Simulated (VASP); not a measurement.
A VASP calculation is set up with these files.

**POSCAR**
```
Mo
1
   -1.5750000000     1.5750000000     1.5750000000
    1.5750000000    -1.5750000000     1.5750000000
    1.5750000000     1.5750000000    -1.5750000000
Mo
1
Direct
  0.0000000000   0.0000000000   0.0000000000
```

File KPOINTS:
```
Automatic mesh
0
Gamma
12 12 12
0 0 0
```

### INCAR
```
SYSTEM = Mo
PREC = Accurate; ENCUT = 400; LREAL = .FALSE.
LASPH = .TRUE.
EDIFF = 1E-6; NELM = 100; ALGO = Normal
LMAXMIX = 4
ISMEAR = 1; SIGMA = 0.1
GGA = PE; GGA_COMPAT = .FALSE.
MAGMOM = 3*0; LSORBIT = .TRUE.
ISIF = 2
LWAVE = .FALSE.; LCHARG = .FALSE.
```

POTCAR, in this order: Mo_sv (PBE.64 set). Program: vasp_ncl.

### Question
Write an equivalent input for Ansatz.

### Answer
One equivalent input (not run):
Ansatz 0.2 input:
```yaml
crystal:
  lattice:
    - [-1.5750000, 1.5750000, 1.5750000]
    - [1.5750000, -1.5750000, 1.5750000]
    - [1.5750000, 1.5750000, -1.5750000]
  atoms:
    - { symbol: Mo, position: [0.0000000, 0.0000000, 0.0000000] }
kpoints:
  mp_grid: { grid: [12, 12, 12] }
hamiltonian:
  xc: pbe
  pseudopotentials: { kind: paw }
magnetization: { noncollinear: true, spin_orbit: true }
scf:
  occupations: { method: methfessel_paxton, width: 0.1 }
  max_iter: 100
output: { forces: true, stress: true, eigenvalues: true }
```
What does not carry over: each code has its own PAW files, so the cut-off isn't converted (ENCUT is set for VASP's; basis.ecutwfc is left out, and Ansatz then takes the one that its files recommend); Ansatz stops its SCF on the density residual and VASP on the energy change (EDIFF).

The compound is Mo in the bcc structure. The cell was not relaxed at this level.
